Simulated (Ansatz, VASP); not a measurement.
# Cross-check of KMgF3 between VASP and Ansatz

One calculation is typed for both programs; each brings its own data sets. How far apart do they land? The cell is taken from a series of runs on this material, whose earlier steps may have relaxed, scaled, displaced or heated it; both programs get it as it stands. Valence electrons are named where the data sets of a main pair hold unlike numbers.

Main program and level: Ansatz 0.2.0; plane waves, with VASP 6.6.1 beside it; PBEsol.

## 1. Starting point

The cell holds 20 atoms: 12 F, 4 K and 4 Mg. Its edges and angles: a = 3.986 Å, b = 5.637 Å, c = 24.865 Å, α = 90.0°, β = 90.0°, γ = 90.0°. It derives from KMgF3. The (1 1 0) slab of KMgF3, cut from the database cell (so at first; earlier steps may have moved the atoms). Vacuum lies along c.

## 2. Ansatz: single point, PBEsol

Ansatz runs on its default PAW (the set named soft_2) files.

With cell and atoms fixed, the geometry can't cause a difference; cores, projectors, grids and the points listed under the comparison can.

Input file input.yaml:

```yaml
crystal:
  lattice:
    - [3.9859, 0.0, 0.0]
    - [0.0, 5.63691384, 0.0]
    - [0.0, 0.0, 24.86459922]
  atoms:
    - { symbol: F, position: [0.0, 0.75, 0.30163366] }
    - { symbol: F, position: [0.0, 0.25, 0.30163366] }
    - { symbol: F, position: [0.5, 0.5, 0.35830976] }
    - { symbol: F, position: [0.0, 0.25, 0.41498585] }
    - { symbol: F, position: [0.0, 0.75, 0.41498585] }
    - { symbol: F, position: [0.5, 0.0, 0.47166195] }
    - { symbol: F, position: [0.0, 0.75537729, 0.53483417] }
    - { symbol: F, position: [0.0, 0.24462271, 0.53483417] }
    - { symbol: F, position: [0.5, 0.5, 0.59321117] }
    - { symbol: F, position: [0.0, 0.26059851, 0.64969897] }
    - { symbol: F, position: [0.0, 0.73940149, 0.64969897] }
    - { symbol: F, position: [0.5, 0.0, 0.70786625] }
    - { symbol: K, position: [0.5, 0.0, 0.35830976] }
    - { symbol: K, position: [0.5, 0.5, 0.47166195] }
    - { symbol: K, position: [0.5, 0.0, 0.58043409] }
    - { symbol: K, position: [0.5, 0.5, 0.7028257] }
    - { symbol: Mg, position: [0.0, 0.5, 0.35830976] }
    - { symbol: Mg, position: [0.0, 0.0, 0.47166195] }
    - { symbol: Mg, position: [0.0, 0.5, 0.58732468] }
    - { symbol: Mg, position: [0.0, 0.0, 0.6982374] }
hamiltonian:
  xc: pbesol
  pseudopotentials: { kind: paw }
kpoints:
  mp_grid: { grid: [4, 3, 1] }
scf:
  occupations: { method: gaussian, width: 0.05 }
  n_extra_bands: 9
efield:
  axis: 3
  dipole_correction: true
  ramp_width: 0.04
output:
  forces: true
  eigenvalues: true
```

Run with:

```console
$ ansatz run input.yaml --threads 8 --pin off --max-ram 18432MiB --backend cpu --events-out ev --progress --plain --runs-dir out
```

Numbers of over 12 decimals in the logs are rounded to 6 here.

Log:

```text
scf.n_extra_bands = 9 over 80 filled bands (N_el = 160.0): the run solves 89 bands
Engine: ansatz 0.2.0, aarch64-unknown-linux-gnu
Pseudopotentials: kind: paw
Pseudopotential: F, paw, valence charge 7, recommended cutoff 420 eV (normal), F.paw.azcp
Pseudopotential: K, paw, valence charge 9, recommended cutoff 420 eV (normal), K.paw.azcp
Pseudopotential: Mg, paw, valence charge 10, recommended cutoff 420 eV (normal), Mg.paw.azcp
Functional definition: PBEsol
  exchange = pbesol_x
  correlation = pbesol_c
Crystal: 20 atoms, lattice volume = 558.662 Å³
Basis set: ecut = 420 eV, 10981 PW (Γ), exchange–correlation on 54×80×360 points (8 copies of the dense FFT grid, shifted against one another)
Bands: 89, of which v1, the nominal top of the filled ones, is band 80 counted from 1 (79 counted from 0)
Symmetry: 4 space group operations
Space group: Pmm2 (ITA 25), of the structure as read, at distance tolerance 8.2e-5 Å
k-points: 6 of 12
Non-local potential: F, projectors of the file, l = 0: 2, l = 1: 2, l = 2: 1
Non-local potential: K, projectors of the file, l = 0: 3, l = 1: 2, l = 2: 2
Non-local potential: Mg, projectors of the file, l = 0: 3, l = 1: 2, l = 2: 1
PAW form: soft (Blöchl's): semilocal exchange-correlation on the pseudo side does not see the compensation charge
PAW frozen core: F, regenerated for the run's functional, and the local potential with it (the file was generated under x = pbe(κ = 0.804, μ = 0.219515), c = pbe(β = 0.066725))
PAW frozen core: K, regenerated for the run's functional, and the local potential with it (the file was generated under x = pbe(κ = 0.804, μ = 0.219515), c = pbe(β = 0.066725))
PAW frozen core: Mg, regenerated for the run's functional, and the local potential with it (the file was generated under x = pbe(κ = 0.804, μ = 0.219515), c = pbe(β = 0.066725))
PAW one-centre angular grid: F, 110 points (default); XC on 64 Gauss nodes
PAW one-centre angular grid: K, 110 points (default); XC on 64 Gauss nodes
PAW one-centre angular grid: Mg, 110 points (default); XC on 64 Gauss nodes
Initial density: superposition of atomic densities (neutral atoms: chi_scale 0, normalization atom), corrected by the library's trained network
Initial wavefunctions: pseudopotential atomic-orbital guess
Functional: x = pbesol(κ = 0.804, μ = 0.123457), c = pbesol(β = 0.046)
SCF iter   1: F=—  HF=-23342.764911 eV  |F-HF|=—  |Δ(HF+E_count)|=         —  Δρ=1.42e-2  dr2=7.46e0  ethr=1.77e-3  p=0.792 e·Å  D=2.56e-1 V/Å  ΔV_dip=-6.38 eV  dr2_dipole=6.24e0  V_vac-E_F(+/−)=3.60/9.98 eV  ⟨swp⟩=9.5  Hψ=2759  notcnv=0  defer=7
efield: sawtooth ramp at fractional position 0.9847 (placed from the atoms, in the widest stretch of the axis that holds none; the zero of the levels goes with the place), width 0.0400; the density the first Hamiltonian is built on has a dipole p = 0.792 e·Å; the dipole correction subtracts the counter field D = 2.56e-1 V/Å, which shifts the + side's vacuum level by -6.38 eV against the − side's; the planar-averaged density in the ramp window peaks in size at 4.1e-5 e/Å³
preconditioner: auto → LDOS  [insulator: Δε(μ)=0.173 eV  Ē_g=12.070 eV  σ=0.050 eV  W_gap=0.66  n_scr=108 (ndim 8)  ℏωp=16.2 eV  f_vac=0.503  D(μ)=5.88/eV (n_scr^D=24)  ε∞_Penn≈2.8  β→1.0]
SCF iter   2: F=—  HF=-23345.759689 eV  |F-HF|=—  |Δ(HF+E_count)|=    2.99e0  Δρ=7.34e-2  dr2=1.76e2  ethr=1.77e-3  p=1.218 e·Å  D=3.94e-1 V/Å  ΔV_dip=-9.81 eV  dr2_dipole=1.49e2  V_vac-E_F(+/−)=0.71/10.52 eV  ⟨swp⟩=3.0  Hψ=922  notcnv=0  defer=17  recentre
SCF iter   3: F=—  HF=-23342.600543 eV  |F-HF|=—  |Δ(HF+E_count)|=    3.16e0  Δρ=8.09e-3  dr2=5.93e-1  ethr=1.77e-3  p=0.823 e·Å  D=2.67e-1 V/Å  ΔV_dip=-6.63 eV  dr2_dipole=4.72e-1  V_vac-E_F(+/−)=3.40/10.03 eV  ⟨swp⟩=2.3  Hψ=891  notcnv=0  defer=17
SCF iter   4: F=—  HF=-23342.551139 eV  |F-HF|=—  |Δ(HF+E_count)|=   4.94e-2  Δρ=7.04e-3  dr2=1.07e-1  ethr=3.70e-4  p=0.864 e·Å  D=2.80e-1 V/Å  ΔV_dip=-6.96 eV  dr2_dipole=4.97e-2  V_vac-E_F(+/−)=3.35/10.31 eV  ⟨swp⟩=2.2  Hψ=674  notcnv=0  defer=20
SCF iter   5: F=—  HF=-23342.552376 eV  |F-HF|=—  |Δ(HF+E_count)|=   1.24e-3  Δρ=4.46e-3  dr2=3.90e-1  ethr=6.72e-5  p=0.900 e·Å  D=2.92e-1 V/Å  ΔV_dip=-7.25 eV  dr2_dipole=2.84e-1  V_vac-E_F(+/−)=3.20/10.45 eV  ⟨swp⟩=2.0  Hψ=588  notcnv=0  defer=20  recentre
SCF iter   6: F=—  HF=-23342.544747 eV  |F-HF|=—  |Δ(HF+E_count)|=   7.63e-3  Δρ=4.42e-3  dr2=3.18e-1  ethr=6.72e-5  p=0.900 e·Å  D=2.91e-1 V/Å  ΔV_dip=-7.25 eV  dr2_dipole=2.34e-1  V_vac-E_F(+/−)=3.19/10.44 eV  ⟨swp⟩=2.0  Hψ=564  notcnv=0  defer=20
SCF iter   7: F=—  HF=-23342.537949 eV  |F-HF|=—  |Δ(HF+E_count)|=   6.80e-3  Δρ=3.39e-3  dr2=1.90e-1  ethr=6.72e-5  p=0.904 e·Å  D=2.93e-1 V/Å  ΔV_dip=-7.28 eV  dr2_dipole=1.46e-1  V_vac-E_F(+/−)=3.17/10.45 eV  ⟨swp⟩=1.8  Hψ=638  notcnv=0  defer=20
[...]
SCF iter  10: F=—  HF=-23342.531072 eV  |F-HF|=—  |Δ(HF+E_count)|=   4.78e-4  Δρ=1.90e-3  dr2=1.29e-1  ethr=3.13e-5  p=0.893 e·Å  D=2.89e-1 V/Å  ΔV_dip=-7.19 eV  dr2_dipole=1.07e-1  V_vac-E_F(+/−)=3.24/10.43 eV  ⟨swp⟩=1.3  Hψ=516  notcnv=0  defer=20  recentre
SCF iter  11: F=—  HF=-23342.531278 eV  |F-HF|=—  |Δ(HF+E_count)|=   2.06e-4  Δρ=1.55e-3  dr2=3.32e-2  ethr=3.13e-5  p=0.899 e·Å  D=2.91e-1 V/Å  ΔV_dip=-7.24 eV  dr2_dipole=2.47e-2  V_vac-E_F(+/−)=3.21/10.44 eV  ⟨swp⟩=1.2  Hψ=515  notcnv=0  defer=20
SCF iter  12: F=—  HF=-23342.530314 eV  |F-HF|=—  |Δ(HF+E_count)|=   9.64e-4  Δρ=7.88e-4  dr2=1.48e-2  ethr=2.07e-5  p=0.898 e·Å  D=2.91e-1 V/Å  ΔV_dip=-7.23 eV  dr2_dipole=1.16e-2  V_vac-E_F(+/−)=3.21/10.44 eV  ⟨swp⟩=1.2  Hψ=603  notcnv=0  defer=20
SCF iter  13: F=—  HF=-23342.530244 eV  |F-HF|=—  |Δ(HF+E_count)|=   7.01e-5  Δρ=6.22e-4  dr2=9.23e-3  ethr=9.23e-6  p=0.897 e·Å  D=2.91e-1 V/Å  ΔV_dip=-7.23 eV  dr2_dipole=7.21e-3  V_vac-E_F(+/−)=3.21/10.44 eV  ⟨swp⟩=1.2  Hψ=538  notcnv=0  defer=20
SCF iter  14: F=—  HF=-23342.530122 eV  |F-HF|=—  |Δ(HF+E_count)|=   1.22e-4  Δρ=1.65e-4  dr2=2.85e-4  ethr=5.77e-6  p=0.896 e·Å  D=2.90e-1 V/Å  ΔV_dip=-7.22 eV  dr2_dipole=2.23e-4  V_vac-E_F(+/−)=3.21/10.43 eV  ⟨swp⟩=1.5  Hψ=518  notcnv=0  defer=20
SCF iter  15: F=—  HF=-23342.530124 eV  |F-HF|=—  |Δ(HF+E_count)|=   2.33e-6  Δρ=1.03e-4  dr2=9.35e-5  ethr=1.78e-7  p=0.897 e·Å  D=2.91e-1 V/Å  ΔV_dip=-7.22 eV  dr2_dipole=6.34e-5  V_vac-E_F(+/−)=3.21/10.43 eV  ⟨swp⟩=2.0  Hψ=662  notcnv=0  defer=20
SCF iter  16: F=—  HF=-23342.530004 eV  |F-HF|=—  |Δ(HF+E_count)|=   1.20e-4  Δρ=3.66e-5  dr2=7.18e-6  ethr=5.84e-8  p=0.897 e·Å  D=2.90e-1 V/Å  ΔV_dip=-7.22 eV  dr2_dipole=4.56e-6  V_vac-E_F(+/−)=3.21/10.43 eV  ⟨swp⟩=2.3  Hψ=917  notcnv=0  defer=20
SCF iter  17: F=—  HF=-23342.530005 eV  |F-HF|=—  |Δ(HF+E_count)|=   8.58e-7  Δρ=1.14e-5  dr2=5.78e-7  ethr=4.49e-9  p=0.897 e·Å  D=2.90e-1 V/Å  ΔV_dip=-7.22 eV  dr2_dipole=2.74e-7  V_vac-E_F(+/−)=3.21/10.43 eV  ⟨swp⟩=2.0  Hψ=681  notcnv=0  defer=20
SCF iter  18: F=—  HF=-23342.530005 eV  |F-HF|=—  |Δ(HF+E_count)|=   4.69e-7  Δρ=6.85e-6  dr2=3.12e-7  ethr=3.62e-10  p=0.897 e·Å  D=2.91e-1 V/Å  ΔV_dip=-7.22 eV  dr2_dipole=1.35e-7  V_vac-E_F(+/−)=3.21/10.43 eV  ⟨swp⟩=2.0  Hψ=802  notcnv=0  defer=20
SCF iter  19: F=—  HF=-23342.530006 eV  |F-HF|=—  |Δ(HF+E_count)|=   6.95e-8  Δρ=5.50e-6  dr2=2.56e-7  ethr=1.95e-10  p=0.897 e·Å  D=2.91e-1 V/Å  ΔV_dip=-7.22 eV  dr2_dipole=1.46e-7  V_vac-E_F(+/−)=3.21/10.43 eV  ⟨swp⟩=1.8  Hψ=567  notcnv=0  defer=20
SCF iter  20: F=-23342.530006 eV  HF=-23342.530006 eV  |F-HF|=2.09e-8  |Δ(HF+E_count)|=   1.43e-7  Δρ=1.95e-6  dr2=1.97e-8  ethr=6.25e-11  p=0.897 e·Å  D=2.91e-1 V/Å  ΔV_dip=-7.22 eV  dr2_dipole=1.49e-9  V_vac-E_F(+/−)=3.21/10.43 eV  ⟨swp⟩=13.2  Hψ=2659  notcnv=0
SCF 1 converged in 20 iterations: F = -23342.530006 eV  dr2 = 1.97e-8
  greatest PAW one-centre occupation: 1.000 electrons in one spin orbital (limit 2), on the Mg atom at site 16 (counted from 0), in its partial waves of l = 0
SCF converged after 20 iterations
Free energy (F): -23342.530006 eV
Harris-Foulkes:  -23342.530006 eV  (|F-HF|=2.09e-8)
Internal energy: -23342.518183 eV  (E = F + TS)
E sigma→0 (E₀):  -23342.524094 eV
Entropy (-TS):   -0.011822 eV (-0.591 meV/atom)
Fermi energy:    -0.795702 eV
Dipole field:    D = 0.290473 V/Å  (p = 0.896794 e·Å, saw-weighted, corrected)
Work function:   Φ+ = 3.2114 eV   Φ− = 10.4341 eV
Levels:          The Fermi level and band energies are counted from a zero that moves with the ramp; work functions are not
--- Per-component energies (eV) ---
  E_band       = -3136.491715
  E_kinetic    = 3803.617129
  E_local      = -140641.750474  (includes V_loc(G=0)·N_el)
  E_nonlocal   = 1322.707817
  E_hartree    = 67712.627482
  E_xc         = -1598.022372
  E_vxc        = -2028.053817  (∫ρ·V_xc dr)
  E_paw        = -6494.685816  (= ΣΔE_a)
  E_vpaw       = -1011.706021  (= ΣTr[D̂ρ^β])
  E_aug_tail   = 0.024383  (compensation charges beyond the density's cutoff)
  E_efield     = 0.130247  (sawtooth field / dipole correction)
  E_vefield    = -6.585767  (∫n·V_field dr)
  E_ewald      = 52551.657119
  E_core_change = 1.176301  (= ΣΔE_core)
  E_smearing   = -0.011822  (= −TS)
  E_closure    = -0.000000  (closes the sum)
  Σ components = -23342.530006   (vs F -23342.530006, Δ=0.00e0)
--- Forces (eV/Å), atoms counted from 1 ---
  atom   1  F     -0.00000000    -0.02554324     0.66133091
  atom   2  F     -0.00000000     0.02554324     0.66133091
  atom   3  F     -0.00000000     0.00000000     1.12189617
  atom   4  F     -0.00000000    -0.21891447     1.26893098
  atom   5  F     -0.00000000     0.21891447     1.26893098
  atom   6  F     -0.00000000     0.00000000     0.83588562
  atom   7  F     -0.00000000     0.05925913     0.01042046
  atom   8  F      0.00000000    -0.05925913     0.01042046
  atom   9  F     -0.00000000    -0.00000000     0.03297008
  atom  10  F     -0.00000000     0.01262926     0.03181127
  atom  11  F     -0.00000000    -0.01262926     0.03181127
  atom  12  F     -0.00000000     0.00000000     0.02711386
  atom  13  K      0.00000000     0.00000000    -1.42281493
  atom  14  K      0.00000000     0.00000000    -0.94579660
  atom  15  K      0.00000000    -0.00000000    -0.10226716
  atom  16  K      0.00000000     0.00000000    -0.11393681
  atom  17  Mg     0.00000000     0.00000000    -2.04703900
  atom  18  Mg     0.00000000    -0.00000000    -1.36069210
  atom  19  Mg     0.00000000     0.00000000    -0.01012602
  atom  20  Mg    -0.00000000     0.00000000     0.03972672
  max |Σ_I F_I| component: 9.29e-5 eV/Å
--- Band table (eV; the first three rows and the last of 6) ---
  k-point 0: bands = [... 76 lower, -1.3904, -1.0736, -0.9729, -0.8919, -0.7264, 1.4538, 2.3669, 2.5666, ... 5 higher]
  k-point 1: bands = [... 76 lower, -1.2171, -1.0419, -0.9672, -0.8978, -0.8833, 0.6711, 2.0720, 2.9490, ... 5 higher]
  k-point 2: bands = [... 76 lower, -1.1591, -1.0325, -0.8393, -0.8093, -0.7360, 2.1296, 2.4697, 2.7945, ... 5 higher]
  k-point 5: bands = [... 76 lower, -1.1921, -1.0511, -0.9785, -0.8757, 0.4492, 1.5228, 2.6093, 3.8164, ... 5 higher]
```

(Part 1 of 2 ends here.)

[Lines on the potential files, build, host, timing and source positions are cut from VASP's logs without a mark.]

[Logs are printed without paths, hosts, clocks, repeated set-up lines and the standing remarks that a program may print on its own settings, such as how far it seeks lower states.]

[Hosts, paths, dates, database ids (printed as entryN), source tags and the programs' standing remarks are cut or masked in the printed files.]
